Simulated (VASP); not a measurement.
Data:

```
NiSSb
1.0
    5.85497     0.00000     0.00000
    0.00000     5.85497     0.00000
    0.00000     0.00000     5.85497
Ni Sb S
4 4 4
Direct
  0.97815   0.97815   0.97815
  0.47815   0.52185   0.02185
  0.02185   0.47815   0.52185
  0.52185   0.02185   0.47815
  0.63194   0.63194   0.63194
  0.13194   0.86806   0.36806
  0.36806   0.13194   0.86806
  0.86806   0.36806   0.13194
  0.37969   0.37969   0.37969
  0.87969   0.12031   0.62031
  0.62031   0.87969   0.12031
  0.12031   0.62031   0.87969
```

The numbers are results of PBEsol GGA, VASP's PBE PAW potentials (set 64) (plane waves; VASP 6.6.1), not measurements. Run with 400 eV cut-off, 6×6×6 Γ-centred mesh, tetrahedra with Blöchl corrections, potentials Ni Sb S.

Unless said otherwise, spin-orbit coupling is left out, though it shifts the bands of the heavy elements here.

Problem. Predict the energy per atom (σ→0), band gap (on the k-mesh) with the smallest direct gap where there is one.

Solution. 
- band gap (on the k-mesh) = none (metal, semimetal or under 0.01 eV)
- energy per atom (σ→0) = -5.431 eV/atom

The absolute energy has meaning only against runs of the same code, potentials and settings.

The compound is NiSbS in the sg198 structure. It was relaxed first. The run is not spin-polarised, so no magnetic state was tried.
